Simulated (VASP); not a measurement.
Output of a VASP run:

OSZICAR:
```
       N       E                     dE             d eps       ncg     rms          rms(c)
DAV:   1     0.375737238572E+02    0.37574E+02   -0.54104E+03  1704   0.126E+03
DAV:   2    -0.107958654937E+02   -0.48370E+02   -0.45854E+02  1700   0.199E+02
DAV:   3    -0.119356177339E+02   -0.11398E+01   -0.11302E+01  2006   0.399E+01
DAV:   4    -0.119536275909E+02   -0.18010E-01   -0.18004E-01  2034   0.449E+00
DAV:   5    -0.119541380524E+02   -0.51046E-03   -0.51045E-03  1912   0.757E-01    0.118E+01
DAV:   6    -0.138505868576E+02   -0.18964E+01   -0.57977E+01  1866   0.130E+02    0.157E+01
DAV:   7    -0.105570317139E+02    0.32936E+01   -0.16595E+01  1836   0.781E+01    0.108E+00
DAV:   8    -0.105504443721E+02    0.65873E-02   -0.41709E-01  2130   0.810E+00    0.101E+00
DAV:   9    -0.105368950728E+02    0.13549E-01   -0.55686E-02  1946   0.384E+00    0.184E-01
DAV:  10    -0.105365200394E+02    0.37503E-03   -0.17487E-03  1952   0.669E-01    0.719E-02
DAV:  11    -0.105365175510E+02    0.24884E-05   -0.47978E-05  1918   0.667E-02    0.248E-02
DAV:  12    -0.105365159178E+02    0.16331E-05   -0.53853E-06  2022   0.440E-02    0.319E-03
DAV:  13    -0.105365154607E+02    0.45711E-06   -0.13572E-07  1096   0.388E-03    0.166E-03
DAV:  14    -0.105365154439E+02    0.16864E-07   -0.18778E-07   926   0.609E-03
   1 F= -.90257562E+01 E0= -.90257353E+01  d E =-.902576E+01
       N       E                     dE             d eps       ncg     rms          rms(c)
DAV:   1    -0.137003562681E+02   -0.31638E+01   -0.40942E+01  1822   0.117E+02    0.177E+01
DAV:   2    -0.163522909945E+02   -0.26519E+01   -0.11178E+02  1846   0.190E+02    0.199E+01
DAV:   3    -0.104246661307E+02    0.59276E+01   -0.26966E+01  1832   0.105E+02    0.326E+00
DAV:   4    -0.103979219490E+02    0.26744E-01   -0.68920E-01  2076   0.112E+01    0.236E+00
DAV:   5    -0.103773117334E+02    0.20610E-01   -0.60609E-02  2006   0.321E+00    0.807E-01
DAV:   6    -0.103749698855E+02    0.23418E-02   -0.12995E-02  1882   0.199E+00    0.178E-01
DAV:   7    -0.103749588552E+02    0.11030E-04   -0.26081E-04  2064   0.174E-01    0.887E-02
DAV:   8    -0.103749375997E+02    0.21255E-04   -0.15662E-04  1868   0.215E-01    0.116E-02
DAV:   9    -0.103749372293E+02    0.37039E-06   -0.41819E-06  2384   0.235E-02    0.124E-02
DAV:  10    -0.103749374968E+02   -0.26750E-06   -0.69736E-07  1654   0.147E-02    0.310E-03
DAV:  11    -0.103749375325E+02   -0.35665E-07   -0.24545E-08   866   0.220E-03
   2 F= -.90221741E+01 E0= -.90223410E+01  d E =0.358215E-02
       N       E                     dE             d eps       ncg     rms          rms(c)
DAV:   1    -0.112669103818E+02   -0.89197E+00   -0.10398E+01  1776   0.638E+01    0.774E+00
DAV:   2    -0.117372791484E+02   -0.47037E+00   -0.22944E+01  1868   0.850E+01    0.900E+00
DAV:   3    -0.105286201706E+02    0.12087E+01   -0.92648E+00  1928   0.526E+01    0.178E+00
DAV:   4    -0.105055997513E+02    0.23020E-01   -0.77738E-02  1992   0.437E+00    0.849E-01
DAV:   5    -0.104982633235E+02    0.73364E-02   -0.12994E-02  2494   0.134E+00    0.114E-01
DAV:   6    -0.104982855530E+02   -0.22230E-04   -0.30316E-04  2060   0.186E-01    0.466E-02
DAV:   7    -0.104982995416E+02   -0.13989E-04   -0.71032E-06  1824   0.309E-02    0.816E-03
DAV:   8    -0.104982997204E+02   -0.17882E-06   -0.18920E-06  1874   0.229E-02    0.222E-03
DAV:   9    -0.104982997746E+02   -0.54202E-07   -0.64152E-08   880   0.253E-03
   3 F= -.90678361E+01 E0= -.90678816E+01  d E =-.420799E-01
```

File OUTCAR:
```
------------------------ aborting loop because EDIFF is reached ----------------------------------------
  FORCE on cell =-STRESS in cart. coord.  units (eV):
  Direction    XX          YY          ZZ          XY          YZ          ZX
  --------------------------------------------------------------------------------------
  Total        1.4146738      1.4146738      1.4146738      0.0000000      0.0000000      0.0000000
  in kB       98.8961757     98.8961757     98.8961757      0.0000000      0.0000000      0.0000000
  external PRESSURE =      -1.1038243 kB  Pullay stress =     100.0000000 kB
  volume of cell :       22.92
      direct lattice vectors                 reciprocal lattice vectors
     2.840506588 -0.000000000  0.000000000     0.352049879  0.000000000  0.000000000
    -0.000000000  2.840506588  0.000000000     0.000000000  0.352049879  0.000000000
    -0.000000000 -0.000000000  2.840506588    -0.000000000 -0.000000000  0.352049879
 POSITION                                       TOTAL-FORCE (eV/Angst)
 -----------------------------------------------------------------------------------
      1.42025      1.42025      1.42025        -0.000000      0.000000      0.000000
      0.00000      0.00000      0.00000         0.000000     -0.000000     -0.000000
 -----------------------------------------------------------------------------------
    total drift:                                0.000000      0.000000      0.000000
  FREE ENERGIE OF THE ION-ELECTRON SYSTEM (eV)
  ---------------------------------------------------
  free  energy   TOTEN  =       -10.4982997746 eV

  energy  without entropy=      -10.4984361790  energy(sigma->0) =      -10.49834524
  enthalpy is  TOTEN    =        -9.0678361441 eV   P V=        1.4304636305

 reached required accuracy - stopping structural energy minimisation
```
(Selected blocks of OUTCAR.)

POSCAR:
```
NiAl
1
    2.8926903333    -0.0000000000    -0.0000000000
    0.0000000000     2.8926903333     0.0000000000
    0.0000000000    -0.0000000000     2.8926903333
Al Ni
1 1
Direct
  0.5000000000   0.5000000000   0.5000000000
  0.0000000000   0.0000000000   0.0000000000
```

Reconstruct the remaining input files.

Several could match; the one computed here: the input of the run itself, PBE GGA, plane waves, VASP's PBE PAW potentials (set 64).

File KPOINTS:
```
kpoints
0
Gamma
 12 12 12
```

### INCAR
```
# general
SYSTEM   =  NiAl
PREC     =  Accurate
ENCUT    =  480
LREAL    =  .FALSE.
LASPH    =  .TRUE.

# electronic loop
EDIFF    =  1E-7
NELM     =  100
ALGO     =  Normal
LMAXMIX  =  4

# smearing
ISMEAR   =  1
SIGMA    =  0.1

# functional
GGA      =  PE

# ions
IBRION   =  2
NSW      =  40
ISIF     =  3
EDIFFG   =  -0.01
PSTRESS  =  100

# output
LWAVE    =  .FALSE.
LCHARG   =  .FALSE.
```

POTCAR, in this order: Al Ni (PBE.64 set). Program: vasp_std.

Energy and stress use the plane-wave basis of the starting cell.

The compound is NiAl in the CsCl type structure. This run relaxes it under an external pressure of 10 GPa. Symmetry was kept, so distortions that lower it aren't found. The run is not spin-polarised, so no magnetic state was tried. The electron count is odd and the run is not spin-polarised, which forces a metal.
